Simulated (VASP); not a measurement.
An input for Ansatz (written as the equivalent of a VASP run, and not itself run):

Ansatz 0.2 input:
```yaml
crystal:
  lattice:
    - [4.3848000, 0.0000000, 0.0000000]
    - [-2.1924000, 3.7973480, 0.0000000]
    - [0.0000000, 0.0000000, 11.2230000]
  atoms:
    - { symbol: Ga, position: [0.3333330, 0.6666670, 0.2500000] }
    - { symbol: Ga, position: [0.6666670, 0.3333330, 0.7500000] }
    - { symbol: Sb, position: [0.6666670, 0.3333330, 0.2500000] }
    - { symbol: Sb, position: [0.3333330, 0.6666670, 0.7500000] }
kpoints:
  mp_grid: { grid: [6, 6, 2] }
hamiltonian:
  xc: pbesol
  pseudopotentials: { kind: paw }
scf:
  occupations: { method: gaussian, width: 0.05 }
  max_iter: 100
relax:
  max_steps: 60
  f_tol: 0.01
  cell: {}
output: { forces: true, stress: true, eigenvalues: true }
```

### Question
Write the VASP files for the same calculation (PBEsol).

### Answer
One answer among several that fit: 
KPOINTS:
```
Automatic mesh
0
Gamma
6 6 2
0 0 0
```

### INCAR
```
SYSTEM = GaSb
PREC = Accurate
ENCUT = 400
EDIFF = 1E-6
NELM = 100
ALGO = Normal
LREAL = .FALSE.
LASPH = .TRUE.
ISMEAR = 0
SIGMA = 0.05
GGA = PS
LMAXMIX = 4
LWAVE = .FALSE.
LCHARG = .FALSE.
IBRION = 2
ISIF = 3
NSW = 60
EDIFFG = -0.01
```

**POSCAR**
```
GaSb
1
    4.3848000000     0.0000000000     0.0000000000
   -2.1924000000     3.7973480000     0.0000000000
    0.0000000000     0.0000000000    11.2230000000
Ga Sb
2 2
Direct
  0.3333330000   0.6666670000   0.2500000000
  0.6666670000   0.3333330000   0.7500000000
  0.6666670000   0.3333330000   0.2500000000
  0.3333330000   0.6666670000   0.7500000000
```

POTCAR, in this order: Ga_d Sb (PBE.64 set). Program: vasp_std.

What does not carry over: each code has its own PAW files, so the cut-off isn't converted (ENCUT is set for VASP's; basis.ecutwfc is left out, and Ansatz then takes the one that its files recommend); Ansatz stops its SCF on the density residual and VASP on the energy change (EDIFF).

The structure was generated: GaSb was put into the layered h-BN type type (P6_3/mmc), which need not be its known phase. This run relaxes it. Symmetry was kept, so distortions that lower it aren't found. The k-mesh is coarse (spacing up to 0.48 per Å, 2π included), so the numbers may not be converged in it.
